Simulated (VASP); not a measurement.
An input for Ansatz (written as the equivalent of a VASP run, and not itself run):

Ansatz 0.2 input:
```yaml
crystal:
  lattice:
    - [0.0000000, 3.2821150, 3.2821150]
    - [3.2821150, 0.0000000, 3.2821150]
    - [3.2821150, 3.2821150, 0.0000000]
  atoms:
    - { symbol: Cd, position: [0.0000000, 0.0000000, 0.0000000] }
    - { symbol: Te, position: [0.2500000, 0.2500000, 0.2500000] }
kpoints:
  mp_grid: { grid: [6, 6, 6] }
hamiltonian:
  xc: revpbe
  pseudopotentials: { kind: paw }
scf:
  occupations: { method: fermi_dirac, width: 0.05 }
  max_iter: 100
output: { forces: true, stress: true, eigenvalues: true }
```

Q: Write the VASP files for the same calculation (revPBE).

A: One answer among several that fit: 
**POSCAR**
```
CdTe
1.0
  0.0000000000   3.2821150000   3.2821150000
  3.2821150000   0.0000000000   3.2821150000
  3.2821150000   3.2821150000   0.0000000000
Cd Te
1 1
direct
  0.0000000000   0.0000000000   0.0000000000
  0.2500000000   0.2500000000   0.2500000000
```

### INCAR
```
ISIF = 2
LREAL = F
LMAXMIX = 4
LWAVE = F
SYSTEM = CdTe
NELM = 100   # most electronic steps
LASPH = T   # aspherical one-centre terms
SIGMA = 0.05
GGA = RE   # revPBE
LCHARG = F
ALGO = Normal
ENCUT = 300   # plane-wave cut-off (eV)
EDIFF = 1E-6
ISMEAR = -1
PREC = Accurate
```

### KPOINTS
```
K-points
0
G
 6 6 6
```

POTCAR, in this order: Cd Te (PBE.64 set). Program: vasp_std.

What does not carry over: each code has its own PAW files, so the cut-off isn't converted (ENCUT is set for VASP's; basis.ecutwfc is left out, and Ansatz then takes the one that its files recommend); Ansatz stops its SCF on the density residual and VASP on the energy change (EDIFF).

The structure comes from a computed database's CdTe entry; how it stands against other phases isn't given here. The cell was not relaxed at this level.
